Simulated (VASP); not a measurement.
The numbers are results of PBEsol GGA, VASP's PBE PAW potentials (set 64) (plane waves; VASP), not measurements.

VASP ran on this input.

### KPOINTS
```
Automatic mesh
0
G
 13 13 13
```

POSCAR:
```
RuSb
1
    0.0000000000     2.6528762332     2.6528762332
    2.6528762332    -0.0000000000     2.6528762332
    2.6528762332     2.6528762332    -0.0000000000
Ru Sb
1 1
Direct
  0.0000000000   0.0000000000   0.0000000000
  0.5000000000   0.5000000000   0.5000000000
```

### INCAR
```
SYSTEM = RuSb
PREC = Accurate
ENCUT = 400
EDIFF = 1E-7
NELM = 100
ALGO = Normal
LREAL = .FALSE.
LASPH = .TRUE.
ISMEAR = -5
GGA = PS
LMAXMIX = 4
LWAVE = .FALSE.
LCHARG = .TRUE.
LORBIT = 11
NEDOS = 601
ISIF = 2
```

POTCAR, in this order: Ru_pv Sb (PBE.64 set). Program: vasp_std.

Output of the run:

**OSZICAR**
```
       N       E                     dE             d eps       ncg     rms          rms(c)
DAV:   1     0.902185765024E+02    0.90219E+02   -0.89201E+03  2664   0.106E+03
DAV:   2    -0.118854348027E+02   -0.10210E+03   -0.99807E+02  2584   0.284E+02
DAV:   3    -0.140496384149E+02   -0.21642E+01   -0.21321E+01  2544   0.438E+01
DAV:   4    -0.140806407747E+02   -0.31002E-01   -0.30973E-01  2751   0.539E+00
DAV:   5    -0.140812155028E+02   -0.57473E-03   -0.57470E-03  2594   0.685E-01    0.993E+00
DAV:   6    -0.139599615833E+02    0.12125E+00   -0.63700E-01  2299   0.870E+00    0.407E+00
DAV:   7    -0.139256574158E+02    0.34304E-01   -0.13814E-01  2214   0.379E+00    0.318E+00
DAV:   8    -0.139113243298E+02    0.14333E-01   -0.47682E-02  2454   0.232E+00    0.171E-01
DAV:   9    -0.139110955899E+02    0.22874E-03   -0.71563E-04  2324   0.232E-01    0.964E-02
DAV:  10    -0.139110538561E+02    0.41734E-04   -0.14224E-04  2424   0.131E-01    0.115E-02
DAV:  11    -0.139110454887E+02    0.83674E-05   -0.97945E-06  2484   0.321E-02    0.491E-03
DAV:  12    -0.139110466407E+02   -0.11520E-05   -0.11102E-06  2334   0.961E-03    0.139E-03
DAV:  13    -0.139110465832E+02    0.57500E-07   -0.55675E-08  1322   0.221E-03
   1 F= -.13911047E+02 E0= -.13911047E+02  d E =0.000000E+00
```

### OUTCAR
```
------------------------ aborting loop because EDIFF is reached ----------------------------------------
  FORCE on cell =-STRESS in cart. coord.  units (eV):
  Direction    XX          YY          ZZ          XY          YZ          ZX
  --------------------------------------------------------------------------------------
  Total        0.0156327      0.0156327      0.0156327      0.0000000     -0.0000000     -0.0000000
  in kB        0.6707550      0.6707550      0.6707550      0.0000000     -0.0000000     -0.0000000
  external PRESSURE =       0.6707550 kB  Pullay stress =       0.0000000 kB
  volume of cell :       37.34
      direct lattice vectors                 reciprocal lattice vectors
     0.000000000  2.652876233  2.652876233    -0.188474680  0.188474680  0.188474680
     2.652876233  0.000000000  2.652876233     0.188474680 -0.188474680  0.188474680
     2.652876233  2.652876233  0.000000000     0.188474680  0.188474680 -0.188474680
 POSITION                                       TOTAL-FORCE (eV/Angst)
 -----------------------------------------------------------------------------------
      0.00000      0.00000      0.00000         0.000000      0.000000     -0.000000
      2.65288      2.65288      2.65288        -0.000000     -0.000000      0.000000
 -----------------------------------------------------------------------------------
    total drift:                                0.000000     -0.000000     -0.000000
  FREE ENERGIE OF THE ION-ELECTRON SYSTEM (eV)
  ---------------------------------------------------
  free  energy   TOTEN  =       -13.9110465832 eV

  energy  without entropy=      -13.9110465832  energy(sigma->0) =      -13.91104658

 total charge

# of ion       s       p       d       tot
------------------------------------------
    1        0.293   6.159   6.330  12.783
    2        1.104   1.285   0.084   2.473
--------------------------------------------------
tot          1.397   7.445   6.414  15.255
```
(Selected blocks of OUTCAR.)

For a metal the tetrahedron method with Blöchl corrections gives inexact stress and forces.

The structure was generated: RuSb was put into the rock salt type (Fm-3m), which need not be its known phase. It was relaxed first, which changed the volume by -36 %. The electron count is odd and the run is not spin-polarised, which forces a metal.
